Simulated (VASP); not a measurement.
An input for Ansatz (written as the equivalent of a VASP run, and not itself run):

Ansatz 0.2 input:
```yaml
crystal:
  lattice:
    - [0.0000000, 2.3831693, 2.3831693]
    - [2.3831693, 0.0000000, 2.3831693]
    - [2.3831693, 2.3831693, 0.0000000]
  atoms:
    - { symbol: Na, position: [0.0000000, 0.0000000, 0.0000000] }
    - { symbol: H, position: [0.5000000, 0.5000000, 0.5000000] }
kpoints:
  mp_grid: { grid: [10, 10, 10] }
hamiltonian:
  xc: pbe
  pseudopotentials: { kind: paw }
scf:
  occupations: { method: gaussian, width: 0.05 }
  max_iter: 100
relax:
  max_steps: 40
  f_tol: 0.01
  cell: { p_target: 1 }
output: { forces: true, stress: true, eigenvalues: true }
```

Problem. Translate this input to VASP (INCAR, KPOINTS, POSCAR, choice of POTCAR).

Solution. This is not unique; one that fits is 
KPOINTS:
```
Automatic mesh
0
Gamma
10 10 10
0 0 0
```

### POSCAR
```
NaH
1
   -0.0000000000     2.3831692974     2.3831692974
    2.3831692974     0.0000000000     2.3831692974
    2.3831692974     2.3831692974    -0.0000000000
Na H
1 1
Direct
  0.0000000000   0.0000000000   0.0000000000
  0.5000000000   0.5000000000   0.5000000000
```

INCAR:
```
ALGO=Normal
EDIFF=1E-7
EDIFFG=-0.01
ENCUT=480
GGA=PE
IBRION=2
ISIF=3
ISMEAR=0
LASPH=T
LCHARG=F
LREAL=F
LWAVE=F
NELM=100
NSW=40
PREC=Accurate
PSTRESS=10
SIGMA=0.05
SYSTEM=NaH
```

POTCAR, in this order: Na_pv H (PBE.64 set). Program: vasp_std.

Limits of the translation: each code has its own PAW files, so the cut-off isn't converted (ENCUT is set for VASP's; basis.ecutwfc is left out, and Ansatz then takes the one that its files recommend); Ansatz stops its SCF on the density residual and VASP on the energy change (EDIFF).

The compound is NaH in the rock salt structure. It was relaxed first under an external pressure of 1 GPa.
